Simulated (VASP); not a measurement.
NGeH3, in a box:

```
N Ge H
1.0
    11.00000    0.00000    0.00000
     0.00000   13.00000    0.00000
     0.00000    0.00000   10.00000
N Ge H
1 1 3
Direct
  0.49336 0.44394 0.51544
  0.59090 0.55591 0.53168
  0.51743 0.37472 0.55223
  0.41146 0.44256 0.47045
  0.49644 0.62851 0.45457
```

Base run:

| Quantity | Value |
| --- | --- |
| Program | VASP 6.6.1 |
| Functional | PBE |
| Potentials or basis | VASP PAW PBE potentials, release 64 (N, Ge_d, H) |
| Cutoff | 520 eV |
| k mesh | 1 × 1 × 1 |
| Occupations | gaussian, width 0.01 eV |
| Spin | no spin polarisation |

Its results: gap between the frontier levels 3.08 eV; largest force 0.414 eV/Å.

**Question.** The run is repeated on the same cell with these changes: functional from PBE to PBE0; potentials or basis from VASP PAW PBE potentials, release 64 (N, Ge_d, H) to VASP PAW PBE potentials, release 64 (N_s, Ge_d, H_s); cutoff from 520 eV to 400 eV. What comes out?

**Answer.** Gap between the frontier levels 4.94 eV; largest force 0.635 eV/Å.

Caveats: the PAW data sets were made with another functional, which shifts forces and pressure a little (some runs).

A k mesh can miss the band edges.

Not every run made on this cell is shown here.
